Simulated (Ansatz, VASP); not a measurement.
# MgH2 in two plane-wave programs, part 3 of 3

Wanted: the spread between two codes on one cell, functional and k mesh. The cell is taken from a series of runs on this material, whose earlier steps may have relaxed, scaled, displaced or heated it; both programs get it as it stands.

VASP 6.6.1 and Ansatz 0.2.0.

So far: VASP: dielectric response, LDA; Ansatz: dielectric response, LDA; Side by side; VASP: dielectric response, PBEsol; Ansatz: dielectric response, PBEsol; Differences.

### Step 8. VASP: dielectric response, PBE

Level of this step: PBE; plane waves and PAW (Mg, H) (VASP).

The response to a field tests empty states and converges slowly with the mesh.

Input file INCAR:

```
SYSTEM = MgH2
PREC = Accurate
ENCUT = 520
EDIFF = 1E-08
NELM = 120
ISMEAR = 0
SIGMA = 0.01
LREAL = .FALSE.
ALGO = Normal
GGA = PE
NBANDS = 10
LORBIT = 11
LWAVE = .FALSE.
LCHARG = .FALSE.
ISIF = 2
LEPSILON = .TRUE.
LASPH = .TRUE.
GGA_COMPAT = .FALSE.
EFERMI = MIDGAP
KPAR = 2
```

Input file POSCAR:

```
MgH2
1.0
    4.5168000000      0.0000000000      0.0000000000
    0.0000000000      4.5168000000      0.0000000000
    0.0000000000      0.0000000000      3.0205000000
Mg H
2 4
Direct
    0.0000000000      0.0000000000      0.0000000000
    0.5000000000      0.5000000000      0.5000000000
    0.3060000000      0.3060000000      0.0000000000
    0.1940000000      0.8060000000      0.5000000000
    0.6940000000      0.6940000000      0.0000000000
    0.8060000000      0.1940000000      0.5000000000
```

Input file KPOINTS:

```
Automatic mesh
0
Gamma
4 4 6
0 0 0
```

The projector-augmented-wave data sets are Mg and H (PBE family, release 64).

Command:

```console
$ mpirun -np 2 vasp_std
```

Numbers of over 12 decimals in the logs are rounded to 6 here.

The log of the run:

```text
[banner, memory and clock lines left out]
running    2 mpi-ranks, on    1 nodes
[...]
LDA part: xc-table for (Slater+PW92), standard interpolation
 POSCAR, INCAR and KPOINTS ok, starting setup
[...]
entering main loop
       N       E                     dE             d eps       ncg     rms          rms(c)
DAV:   1     0.167145726362E+01    0.16715E+01   -0.30583E+03   480   0.598E+02
DAV:   2    -0.179458392701E+02   -0.19617E+02   -0.18457E+02   608   0.798E+01
DAV:   3    -0.188986575497E+02   -0.95282E+00   -0.95150E+00   618   0.193E+01
DAV:   4    -0.189023619547E+02   -0.37044E-02   -0.37043E-02   556   0.124E+00
[...]
DAV:  11    -0.176512627513E+02    0.43905E-05   -0.14275E-05   526   0.167E-02    0.191E-03
DAV:  12    -0.176512627935E+02   -0.42263E-07   -0.35347E-07   536   0.422E-03    0.160E-04
DAV:  13    -0.176512627990E+02   -0.54829E-08   -0.76684E-09   454   0.608E-04
   1 F= -.17651263E+02 E0= -.17651263E+02  d E =0.000000E+00
 Linear response reoptimize wavefunctions to high precision
[...]
change of polarisation eV/A/(eV/A) component  2 :     0.032     0.997    -0.119
 dielectric tensor                  component  2 :     0.093     3.927    -0.348
 Linear response to external field, progress :
  Direction:   3
       N       E                     dE             d eps       ncg     rms          rms(c)
RMM:   1    -0.517679184185E+00   -0.51768E+00   -0.74476E-01   875   0.266E+00
RMM:   2    -0.519913087916E+00   -0.22339E-02   -0.19055E-03   740   0.282E-01    0.988E-01
RMM:   3    -0.518533763697E+00    0.13793E-02   -0.44421E-03   740   0.453E-01    0.593E-01
RMM:   4    -0.570884049703E+00   -0.52350E-01   -0.10931E-02   733   0.721E-01    0.483E-02
RMM:   5    -0.574679381574E+00   -0.37953E-02   -0.13234E-04   724   0.866E-02    0.556E-03
RMM:   6    -0.575278605601E+00   -0.59922E-03   -0.37446E-06   771   0.137E-02    0.119E-03
RMM:   7    -0.575304373428E+00   -0.25768E-04   -0.10532E-07   760   0.255E-03    0.191E-04
RMM:   8    -0.575322007390E+00   -0.17634E-04   -0.50502E-09   768   0.259E-04    0.332E-05
RMM:   9    -0.575322101882E+00   -0.94492E-07   -0.71376E-10   669   0.837E-05    0.874E-06
 change of polarisation eV/A/(eV/A) component  3 :    -0.068    -0.168     1.006
 dielectric tensor                  component  3 :    -0.200    -0.494     3.954
 Born effective charges drift removed
```

Parts of OUTCAR (step 8):

```text
  Total       -0.1207531     -0.1207531     -0.2111403     -0.0000000      0.0000000      0.0000000
  in kB       -3.1395560     -3.1395560     -5.4896051     -0.0000000      0.0000000      0.0000000
  external PRESSURE =      -3.9229057 kB  Pullay stress =       0.0000000 kB

 POSITION                                       TOTAL-FORCE (eV/Angst)
 -----------------------------------------------------------------------------------
      0.00000      0.00000      0.00000         0.000000     -0.000000      0.000000
      2.25840      2.25840      1.51025         0.000000     -0.000000      0.000000
      1.38214      1.38214      0.00000        -0.041478     -0.041478     -0.000000
      0.87626      3.64054      1.51025         0.041478     -0.041478     -0.000000
      3.13466      3.13466      0.00000         0.041478      0.041478      0.000000
      3.64054      0.87626      1.51025        -0.041478      0.041478      0.000000
 -----------------------------------------------------------------------------------
    total drift:                                0.000000      0.000000     -0.000000

 MACROSCOPIC STATIC DIELECTRIC TENSOR (including local field effects in DFT)
 ------------------------------------------------------
           3.927187    -0.000000     0.000000
          -0.000000     3.927187     0.000000
           0.000000     0.000000     3.953837
 ------------------------------------------------------

[... 2 parts as in an earlier step ...]
```

### Step 9. Ansatz: dielectric response, PBE

The same cell, functional and mesh now go to Ansatz, which takes its cutoff from its data sets.

The cell is taken from a series of runs on this material, whose earlier steps may have relaxed, scaled, displaced or heated it; both programs get it as it stands.

Input file input.yaml:

```yaml
crystal:
  lattice:
    - [4.5168, 0.0, 0.0]
    - [0.0, 4.5168, 0.0]
    - [0.0, 0.0, 3.0205]
  atoms:
    - { symbol: Mg, position: [0.0, 0.0, 0.0] }
    - { symbol: Mg, position: [0.5, 0.5, 0.5] }
    - { symbol: H, position: [0.306, 0.306, 0.0] }
    - { symbol: H, position: [0.194, 0.806, 0.5] }
    - { symbol: H, position: [0.694, 0.694, 0.0] }
    - { symbol: H, position: [0.806, 0.194, 0.5] }
kpoints:
  mp_grid: { grid: [4, 4, 6] }
hamiltonian:
  xc: pbe
scf:
  occupations: { method: fixed }
dielectric: {}
```

Command:

```console
$ ansatz run input.yaml --threads 3 --pin off --max-ram 92160MiB --backend cuda --devices 1 --max-vram 13GiB --events-out ev --progress --plain --runs-dir out
```

The log of the run:

```text
GPUs: using 1 of 1 available (devices: 1).
[...]
GPU FFT provider: cuFFT
GPU libraries: cuBLAS 13.8.2, cuFFT 12.4.0, cuSOLVER 12.3.4
Crystal: 6 atoms, lattice volume = 61.623 Å³
Basis set: ecut = 420 eV, 1195 PW (Γ), exchange–correlation on 64×64×48 points (8 copies of the dense FFT grid, shifted against one another)
Bands: 18, of which v1, the nominal top of the filled ones, is band 12 counted from 1 (11 counted from 0)
[...]
0.13736    1.87492    0.00000
         0.00000    0.00000    1.97105
    site 1:
         1.87492   -0.13736    0.00000
        -0.13736    1.87492    0.00000
[...]
site 2:
[...]
site 3:
[...]
site 4:
[...]
0.00000    0.00000   -0.98553
    site 5:
        -0.93746    0.22567    0.00000
         0.22567   -0.93746    0.00000
         0.00000    0.00000   -0.98553
  Z* charge neutrality: 9.973e-4 e pre-enforcement
[...]
[key lines of the parts left out:]
SCF converged after 6 iterations
Free energy (F): -3912.183853 eV
Fermi energy:    1.741101 eV
```

### Step 10. Comparison

What differs besides the data sets and the points named for the pairs above, as far as they apply: the data sets hold 24 valence electrons in Ansatz (on its default PAW (the set named soft_2) files) and 8 in VASP. Total energies have different zeros and are not compared.

Compared:

```
                                     quantity  Ansatz   VASP  difference
                                        ε∞ xx    3.95   3.93     +0.58 %
                                        ε∞ yy    3.95   3.93     +0.58 %
                                        ε∞ zz    4.00   3.95     +1.15 %
Born charge of Mg1 (mean of the diagonal) (e)    1.91   1.90       +0.01
 Born charge of H3 (mean of the diagonal) (e)   -0.95  -0.95        0.00
```

### Step 11. Outcome

```
difference in ε∞ zz (dielectric response, LDA)    : 1.1 %
difference in ε∞ zz (dielectric response, PBEsol) : 1.2 %
difference in ε∞ zz (dielectric response, PBE)    : 1.2 %
```

In words: The difference in ε∞ zz is 1.2 % (dielectric response, PBEsol), within the 5 % picked in this series as the mark of a large difference. The data sets hold unlike numbers of valence electrons (24 in Ansatz and 8 in VASP), so part of the differences may come from the potentials. Such differences can come from data sets, numerical settings and the points named under the comparisons, not from the functional's error against experiment.

[Lines on the potential files, build, host, timing and source positions are cut from VASP's logs without a mark.]

[Logs are printed without paths, hosts, clocks, repeated set-up lines and the standing remarks that a program may print on its own settings, such as how far it seeks lower states.]

[Hosts, paths, dates, database ids (printed as entryN), source tags and the programs' standing remarks are cut or masked in the printed files.]
